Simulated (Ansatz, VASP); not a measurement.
# Cross-check of Cu16CO (Cu(111)) between VASP and Ansatz, part 2 of 2

One calculation is typed for both programs; each brings its own data sets and cutoff. How far apart do they land?

VASP 6.6.1 and Ansatz 0.2.0.

So far: The starting structure; Ansatz: single point, PBE.

### Step 3. VASP: single point, PBE

Level of this step: PBE, no spin polarisation; plane waves and PAW (Cu, C, O) (VASP).

The same cell, functional, mesh and smearing now go to VASP, with its own data sets and cutoff.

Lines of VASP's logs that name or quote its potential files are left out, and so is its time.

Contents of INCAR:

```
SYSTEM = Cu16CO
PREC = Normal
ENCUT = 440
EDIFF = 1E-06
NELM = 120
ISMEAR = 1
SIGMA = 0.15
LREAL = Auto
ALGO = Fast
GGA = PE
NBANDS = 115
LASPH = .TRUE.
LORBIT = 11
LWAVE = .FALSE.
LCHARG = .FALSE.
KPAR = 4
NCORE = 2
IDIPOL = 3
LDIPOL = .TRUE.
DIPOL = 0.5 0.5 0.528
LVHAR = .TRUE.
LVACPOTAV = .TRUE.
```

Contents of POSCAR:

```
Cu16CO
1.0
    5.1420389737      0.0000000000      0.0000000000
    2.5710194868      4.4531363784      0.0000000000
    0.0000000000      0.0000000000     21.2976858615
Cu C O
16 1 1
Selective dynamics
Direct
    0.0000000000      0.0000000000      0.3521509400  F F F
    0.5000000000      0.0000000000      0.3521509400  F F F
    0.0000000000      0.5000000000      0.3521509400  F F F
    0.5000000000      0.5000000000      0.3521509400  F F F
    0.1666666700      0.1666666700      0.4507169800  F F F
    0.6666666700      0.1666666700      0.4507169800  F F F
    0.1666666700      0.6666666700      0.4507169800  F F F
    0.6666666700      0.6666666700      0.4507169800  F F F
    0.8351853611      0.3296292679      0.5477924771  T T T
    0.3333333300      0.3333333300      0.5469812143  T T T
    0.8351853611      0.8351853611      0.5477924771  T T T
    0.3296292679      0.8351853611      0.5477924771  T T T
    0.0000000000      0.0000000000      0.6493895387  T T T
    0.4996354327      0.0007291347      0.6426442623  T T T
    0.0007291347      0.4996354327      0.6426442623  T T T
    0.4996354327      0.4996354327      0.6426442623  T T T
    0.0000000000      0.0000000000      0.7363805180  T T T
    0.0000000000      0.0000000000      0.7907167643  T T T
```

Contents of KPOINTS:

```
Automatic mesh
0
Gamma
6 6 1
0 0 0
```

The projector-augmented-wave data sets are Cu, C and O (PBE family, release 64).

On the command line:

```sh
> mpirun -np 8 vasp_std
```

Numbers of over 12 decimals in the logs are rounded to 6 here.

What it wrote:

```text
[banner, memory and clock lines left out]
running    8 mpi-ranks, on    1 nodes
 distrk:  each k-point on    2 cores,    4 groups
 distr:  one band on    2 cores,    1 groups

 POSCAR found type information on POSCAR CuC O
 POSCAR found :  3 types and      18 ions
 LDA part: xc-table for (Slater+PW92), standard interpolation
 POSCAR, INCAR and KPOINTS ok, starting setup
 FFT: planning ... GRIDC
 FFT: planning ... GRID_SOFT
 FFT: planning ... GRID
 WAVECAR not read
 entering main loop
       N       E                     dE             d eps       ncg     rms          rms(c)
DAV:   1     0.177807638499E+04    0.17781E+04   -0.71905E+04  1610   0.187E+03
DAV:   2     0.216352139047E+03   -0.15617E+04   -0.15036E+04  1610   0.435E+02
DAV:   3    -0.524629779244E+02   -0.26882E+03   -0.24872E+03  2057   0.219E+02
DAV:   4    -0.848736680689E+02   -0.32411E+02   -0.30923E+02  2388   0.831E+01
DAV:   5    -0.863265870569E+02   -0.14529E+01   -0.13984E+01  2268   0.194E+01    0.327E+01
RMM:   6    -0.820306791352E+02    0.42959E+01   -0.18073E+02  1813   0.103E+02    0.206E+01
RMM:   7    -0.725596981833E+02    0.94710E+01   -0.40475E+01  1720   0.525E+01    0.542E+00
RMM:   8    -0.723775592042E+02    0.18214E+00   -0.30263E+00  1845   0.104E+01    0.511E+00
RMM:   9    -0.714870195354E+02    0.89054E+00   -0.10531E+00  1829   0.632E+00    0.182E+00
RMM:  10    -0.714936641255E+02   -0.66446E-02   -0.50234E-01  1858   0.461E+00    0.186E+00
RMM:  11    -0.714506074744E+02    0.43057E-01   -0.24202E-01  1809   0.300E+00    0.514E-01
RMM:  12    -0.714531212927E+02   -0.25138E-02   -0.96755E-02  2095   0.128E+00    0.358E-01
RMM:  13    -0.714519333005E+02    0.11880E-02   -0.14975E-02  1890   0.693E-01    0.215E-01
RMM:  14    -0.714513976063E+02    0.53569E-03   -0.70559E-03  2035   0.406E-01    0.130E-01
[...]
RMM:  24    -0.714515750170E+02   -0.10592E-04   -0.29578E-06  1249   0.879E-03    0.219E-03
RMM:  25    -0.714515802272E+02   -0.52102E-05   -0.10824E-06  1150   0.593E-03    0.143E-03
RMM:  26    -0.714515828916E+02   -0.26644E-05   -0.39813E-07  1080   0.363E-03    0.838E-04
RMM:  27    -0.714515910704E+02   -0.81788E-05   -0.38127E-07  1131   0.298E-03    0.905E-04
RMM:  28    -0.714515931556E+02   -0.20853E-05   -0.16294E-07  1074   0.232E-03    0.688E-04
RMM:  29    -0.714515946028E+02   -0.14472E-05   -0.88511E-08  1041   0.164E-03    0.665E-04
RMM:  30    -0.714515969127E+02   -0.23099E-05   -0.85518E-08  1073   0.162E-03    0.575E-04
RMM:  31    -0.714515974428E+02   -0.53012E-06   -0.40494E-08  1005   0.113E-03
|                                                                             |
|           W    W    AA    RRRRR   N    N  II  N    N   GGGG   !!!           |
|           W    W   A  A   R    R  NN   N  II  NN   N  G    G  !!!           |
|           W    W  A    A  R    R  N N  N  II  N N  N  G       !!!           |
|           W WW W  AAAAAA  RRRRR   N  N N  II  N  N N  G  GGG   !            |
|           WW  WW  A    A  R   R   N   NN  II  N   NN  G    G                |
|           W    W  A    A  R    R  N    N  II  N    N   GGGG   !!!           |
|                                                                             |
|     Did not find any points to average over, which means that no vacuum     |
|     field-free region was found. Please increase the size of  your cell     |
|     in the dimension of the dipole correction to obtain accurate            |
|     workfunction values.                                                    |
|                                                                             |

   1 F= -.71451597E+02 E0= -.71457766E+02  d E =0.185051E-01
```

From OUTCAR (step 3):

```text
ion  position               nearest neighbor table
   1  0.000  0.000  0.352-   7 2.57   6 2.57   5 2.57   3 2.57   3 2.57   4 2.57   4 2.57   2 2.57
                             2 2.57
   2  0.500  0.000  0.352-   8 2.57   5 2.57   6 2.57   4 2.57   4 2.57   3 2.57   3 2.57   1 2.57
                             1 2.57
   3  0.000  0.500  0.352-   5 2.57   8 2.57   7 2.57   1 2.57   1 2.57   2 2.57   2 2.57   4 2.57
                             4 2.57
   4  0.500  0.500  0.352-   6 2.57   7 2.57   8 2.57   2 2.57   2 2.57   1 2.57   1 2.57   3 2.57
                             3 2.57
   5  0.167  0.167  0.451-  10 2.53  12 2.54   9 2.54   3 2.57   2 2.57   1 2.57   7 2.57   7 2.57
                             8 2.57   8 2.57   6 2.57   6 2.57
   6  0.667  0.167  0.451-  10 2.53   9 2.54  11 2.54   4 2.57   1 2.57   2 2.57   8 2.57   8 2.57
                             7 2.57   7 2.57   5 2.57   5 2.57
   7  0.167  0.667  0.451-  10 2.53  12 2.54  11 2.54   1 2.57   4 2.57   3 2.57   5 2.57   5 2.57
                             6 2.57   6 2.57   8 2.57   8 2.57
   8  0.667  0.667  0.451-  11 2.55   9 2.55  12 2.55   2 2.57   3 2.57   4 2.57   6 2.57   6 2.57
                             5 2.57   5 2.57   7 2.57   7 2.57
   9  0.835  0.330  0.548-  16 2.51  15 2.51   6 2.54   5 2.54  11 2.54  12 2.54   8 2.55  10 2.57
                            10 2.57  11 2.60  12 2.60  13 2.61
  10  0.333  0.333  0.547-  14 2.52  15 2.52  16 2.52   5 2.53   7 2.53   6 2.53  12 2.57   9 2.57
                            11 2.57  11 2.57  12 2.57   9 2.57
  11  0.835  0.835  0.548-  15 2.51  14 2.51   6 2.54   7 2.54   9 2.54  12 2.54   8 2.55  10 2.57
                            10 2.57   9 2.60  12 2.60  13 2.61
  12  0.330  0.835  0.548-  16 2.51  14 2.51   7 2.54   5 2.54   9 2.54  11 2.54   8 2.55  10 2.57
                            10 2.57   9 2.60  11 2.60  13 2.61
  13  0.000  0.000  0.649-  17 1.85  15 2.58  14 2.58  16 2.58  16 2.58  15 2.58  14 2.58   9 2.61
                            12 2.61  11 2.61
  14  0.500  0.001  0.643-  11 2.51  12 2.51  10 2.52  16 2.57  15 2.57  13 2.58  13 2.58  16 2.58
                            15 2.58
  15  0.001  0.500  0.643-  11 2.51   9 2.51  10 2.52  14 2.57  16 2.57  13 2.58  13 2.58  14 2.58
                            16 2.58
  16  0.500  0.500  0.643-  12 2.51   9 2.51  10 2.52  14 2.57  15 2.57  13 2.58  13 2.58  14 2.58
                            15 2.58
  17  0.000  0.000  0.736-  18 1.16  13 1.85
  18  0.000  0.000  0.791-  17 1.16

  LATTYP: Found a hexagonal cell.
 ALAT       =     5.1420389736
 C/A-ratio  =     4.1418756199

 Subroutine GETGRP returns: Found  6 space group operations
 (whereof  6 operations were pure point group operations)

The static configuration has the point symmetry C_3v.

 Found      7 irreducible k-points:

   k-points           NKPTS =      7   k-points in BZ     NKDIM =      7   number of bands    NBANDS=    115

   dimension x,y,z NGX =    28 NGY =   28 NGZ =  112
   dimension x,y,z NGXF=    56 NGYF=   56 NGZF=  224

   ENCUT  =  440.0 eV  32.34 Ry    5.69 a.u.   8.79  8.79 36.43*2*pi/ulx,y,z

   NELECT =     186.0000    total number of electrons

 k-points in reciprocal lattice and weights: Automatic mesh
   0.00000000  0.00000000  0.00000000       0.028
   0.16666667  0.00000000  0.00000000       0.167
   0.33333333  0.00000000  0.00000000       0.167
   0.50000000  0.00000000  0.00000000       0.083
   0.33333333  0.16666667  0.00000000       0.167
   0.50000000  0.16666667  0.00000000       0.333
  -0.33333333  0.33333333  0.00000000       0.056

 dipolmoment           0.000000      0.000000     -0.003993 electrons x Angstroem

 average (electrostatic) potential at core
       1 -70.5636       2 -70.5819       3 -70.5819       4 -70.5819       5 -70.7751
       6 -70.7751       7 -70.7751       8 -70.8043       9 -70.7522      10 -70.7862
      11 -70.7522      12 -70.7522      13 -71.5871      14 -70.5731      15 -70.5731
      16 -70.5731      17 -57.3155      18 -78.3287

 E-fermi :   0.4166

 k-point     1 :       0.0000    0.0000    0.0000
  band No.  band energies     occupation
    ...
     88      -0.9227      2.00000
     89      -0.2778      2.00000
     90       0.0601      2.00395
     91       0.0601      2.00395
     92       0.1925      2.05580
     93       0.9103     -0.00003
     94       0.9103     -0.00003
     95       1.1877     -0.00000
     96       1.4059     -0.00000
     97       1.5163     -0.00000
    ...

 k-point     2 :       0.1667    0.0000    0.0000
  band No.  band energies     occupation
    ...
     89      -0.8386      2.00000
     90      -0.2608      2.00000
     91       0.0979      2.01047
     92       0.1708      2.04256
     93       0.2290      2.07072
     94       0.7374     -0.00995
     95       0.7739     -0.00386
     96       0.9945     -0.00000
     97       1.5969     -0.00000
     98       1.6626     -0.00000
    ...

 k-point     3 :       0.3333    0.0000    0.0000
  band No.  band energies     occupation
    ...
     89      -1.0165      2.00000
     90      -0.7903      2.00000
     91       0.0134      2.00096
     92       0.2400      2.07018
     93       0.2482      2.06723
     94       0.6961     -0.02426
     95       0.7030     -0.02119
     96       0.9857     -0.00000
     97       1.7604     -0.00000
     98       1.7702     -0.00000
    ...

  Total       -3.7696891     -3.7696891     -1.4763221      0.0000000     -0.0000000      0.0000000
  in kB      -12.3846101    -12.3846101     -4.8501809      0.0000000     -0.0000000      0.0000000
  external PRESSURE =      -9.8731337 kB  Pullay stress =       0.0000000 kB

  energy-cutoff  :      440.00
  volume of cell :      487.68
      direct lattice vectors                 reciprocal lattice vectors
     5.142038974  0.000000000  0.000000000     0.194475383 -0.112280415  0.000000000
     2.571019487  4.453136378  0.000000000     0.000000000  0.224560830  0.000000000
     0.000000000  0.000000000 21.297685861     0.000000000  0.000000000  0.046953458

 POSITION                                       TOTAL-FORCE (eV/Angst)
 -----------------------------------------------------------------------------------
      0.00000      0.00000      7.50000         0.000000      0.000000      0.115470
      2.57102      0.00000      7.50000        -0.000000      0.021787      0.057020
      1.28551      2.22657      7.50000         0.018868     -0.010893      0.057020
      3.85653      2.22657      7.50000        -0.018868     -0.010893      0.057020
      1.28551      0.74219      9.59923         0.012862      0.007426     -0.140604
      3.85653      0.74219      9.59923        -0.012862      0.007426     -0.140604
      2.57102      2.96876      9.59923         0.000000     -0.014852     -0.140604
      5.14204      2.96876      9.59923         0.000000      0.000000      0.006576
      5.14204      1.46788     11.66671         0.000000     -0.012386      0.022892
      2.57102      1.48438     11.64943         0.000000      0.000000      0.017782
      6.44183      3.71919     11.66671         0.010726      0.006193      0.022892
      3.84224      3.71919     11.66671        -0.010726      0.006193      0.022892
      0.00000      0.00000     13.83049         0.000000      0.000000      0.017554
      2.57102      0.00325     13.68684         0.000000     -0.003720     -0.007741
      1.28832      2.22494     13.68684        -0.003221      0.001860     -0.007741
      3.85372      2.22494     13.68684         0.003221      0.001860     -0.007741
      0.00000      0.00000     15.68320         0.000000      0.000000      0.027913
      0.00000      0.00000     16.84044         0.000000      0.000000      0.020008
 -----------------------------------------------------------------------------------
    total drift:                               -0.000149     -0.000086     -0.023806

  FREE ENERGIE OF THE ION-ELECTRON SYSTEM (eV)
  ---------------------------------------------------
  free  energy   TOTEN  =       -71.4515974428 eV

  energy  without entropy=      -71.4701025452  energy(sigma->0) =      -71.45776581

 vacuum level on the upper side and lower side of the slab         5.206         5.236

 total charge
# of ion       s       p       d       tot
------------------------------------------
    1        0.449   0.281   9.184   9.914
    2        0.443   0.281   9.188   9.912
    3        0.443   0.281   9.188   9.912
    4        0.443   0.281   9.188   9.912
    5        0.442   0.371   9.179   9.992
    6        0.442   0.371   9.179   9.992
    7        0.442   0.371   9.179   9.992
    8        0.436   0.371   9.176   9.983
    9        0.440   0.383   9.177  10.000
   10        0.447   0.383   9.180  10.009
   11        0.440   0.383   9.177  10.000
   12        0.440   0.383   9.177  10.000
   13        0.448   0.491   9.117  10.055
   14        0.449   0.293   9.201   9.943
   15        0.449   0.293   9.201   9.943
   16        0.449   0.293   9.201   9.943
   17        0.983   1.520   0.000   2.503
   18        1.631   3.528   0.000   5.159
--------------------------------------------------
tot          9.715  10.560 146.892 167.166

[... 3 further parts left out ...]
```

### Step 4. Side by side

Known differences besides the PAW data sets themselves: the data sets hold 314 valence electrons in Ansatz (default PAW (the set named soft_2) files) and 186 in VASP; the cutoff is 420 eV in Ansatz and 440 eV in VASP (PREC = Normal, projectors in real space). Total energies have different zeros and are not compared.

Both answers:

| quantity | Ansatz | VASP | difference |
| --- | --- | --- | --- |
| work function, lower of the two faces (eV) | 4.77 | 4.79 | -0.02 |
| work function, higher of the two faces (eV) | 4.84 | 4.82 | +0.02 |

Forces on 10 of the 18 atoms, picked by the larger force of the two programs (eV/Å; atoms numbered as in POSCAR):

| atom | Ansatz x, y, z | VASP x, y, z |
| --- | --- | --- |
| Cu1 | 0.000, 0.000, 0.136 | 0.000, 0.000, 0.115 |
| Cu2 | 0.000, 0.022, 0.077 | 0.000, 0.022, 0.057 |
| Cu3 | 0.019, -0.011, 0.077 | 0.019, -0.011, 0.057 |
| Cu4 | -0.019, -0.011, 0.077 | -0.019, -0.011, 0.057 |
| Cu5 | 0.014, 0.008, -0.140 | 0.013, 0.007, -0.141 |
| Cu6 | -0.014, 0.008, -0.140 | -0.013, 0.007, -0.141 |
| Cu7 | 0.000, -0.016, -0.140 | 0.000, -0.015, -0.141 |
| Cu13 | 0.000, 0.000, 0.062 | 0.000, 0.000, 0.018 |
| C17 | 0.000, 0.000, 0.789 | 0.000, 0.000, 0.028 |
| O18 | 0.000, 0.000, -0.816 | 0.000, 0.000, 0.020 |

The forces differ by 154 meV/Å r.m.s., which is 380.7 % of the r.m.s. force of 0.04 eV/Å (both taken over all components, held atoms included).

### Step 5. What moves the difference

The difference is large enough to ask for its cause, so further runs change the set-up of one program at a time, as the table lists.

| run | r.m.s. force difference (meV/Å) |
| --- | --- |
| as above | 154 |
| Ansatz's larger PAW set (cutoff 1050 eV) | 154 |

### Step 6. What came out

```json
{
 "r.m.s. force difference (single point, PBE)": "154 meV/Å"
}
```

The r.m.s. force difference is 154 meV/Å (single point, PBE), beyond the 12 meV/Å picked in this series as the mark of a large difference. For single point, PBE: no further run halves the r.m.s. force difference; only Ansatz's side was varied. 1 further run on this material is not shown. How closely two codes agree says nothing of how well the functional describes the real material.

[Lines on the potential files, build, host, timing and source positions are cut from VASP's logs without a mark.]

[Logs are printed without paths, hosts, clocks, repeated set-up lines and the standing remarks that a program may print on its own settings, such as how far it seeks lower states.]

[Hosts, paths, dates, database ids (printed as entryN), source tags and the programs' standing remarks are cut or masked in the printed files.]
